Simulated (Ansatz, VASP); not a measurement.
## LaPb2: VASP beside Ansatz

```xyz
3
Lattice="-2.0663 2.0663 5.6384 2.0663 -2.0663 5.6384 2.0663 2.0663 -5.6384" Properties=species:S:1:pos:R:3 pbc="T T T"
Pb    0.0000    0.0000    7.7404
Pb    0.0000    0.0000    3.5365
La    0.0000    0.0000    0.0000
```

The cell comes from a database or a generator and needn't be the stable form of this composition.

Alike in both runs: task single point; functional PBEsol; k mesh 9 × 9 × 9; occupations gaussian, width 0.05 eV; no spin polarisation.

|  | VASP | Ansatz |
| --- | --- | --- |
| version | VASP 6.6.1 | Ansatz 0.2.0 |
| potentials or method | VASP PAW PBE potentials, release 54 (Pb_d, La) | Ansatz PAW |
| plane-wave cutoff (eV) | 520 | 420 |
| valence electrons in the cell | 39 | 39 |

VASP gave:

| Quantity | Value |
| --- | --- |
| gap on the k mesh at the Fermi level (eV) | none |
| pressure (GPa) | -2.7 |
| largest component of the traceless stress (GPa) | 0.85 |
| rms of the force components (eV/Å) | 0.005 |

Question: What did Ansatz give for the same quantities?

Answer: gap on the k mesh at the Fermi level (eV): none; pressure (GPa): -2.6; largest component of the traceless stress (GPa): 0.83; rms of the force components (eV/Å): 0.005.

Atom by atom the forces differ by 0.000 eV/Å (rms over components). A gap of «none» marks a metal or a gap that the smearing closes. With one functional, cell and mesh, what is left measures potentials, basis and numerics.

Caveats: the PAW data sets were made with another functional, which shifts forces and pressure a little (VASP); the PAW data sets come from PBE, with cores solved anew for the run's functional, which leaves a small shift of forces and pressure (Ansatz). Spin-orbit coupling is left out, which matters for the levels of La, Pb.
